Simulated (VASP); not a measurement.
```
CELL_PARAMETERS angstrom
      1.86660    -3.23305     0.00000
      1.86660     3.23305     0.00000
      0.00000     0.00000     5.93640
ATOMIC_POSITIONS crystal
  Zr 0.00000 0.00000 0.00000
  S  0.33333 0.66667 0.25000
  S  0.66667 0.33333 0.75000
```

These are PBE GGA, VASP's PBE PAW potentials (set 64) (plane waves; VASP 6.6.1) values and carry that method's errors. Settings: 400 eV cut-off, 6×6×4 Γ-centred mesh, Gaussian smearing of 0.050 eV, potentials Zr_sv S.

Q: Predict the energy per atom (σ→0), pressure, largest force, band gap (on the k-mesh) with the smallest direct gap where there is one.

A: 
```yaml
band gap (on the k-mesh): 0.84 eV
smallest direct gap (on the k-mesh): 1.46 eV
energy per atom (σ→0): -7.119 eV/atom
pressure: -3.67 GPa
largest_force: 0.669 eV/Å
```

The absolute energy has meaning only against runs of the same code, potentials and settings.

The compound is ZrS2 in the 1T layered structure. The cell was not relaxed at this level.
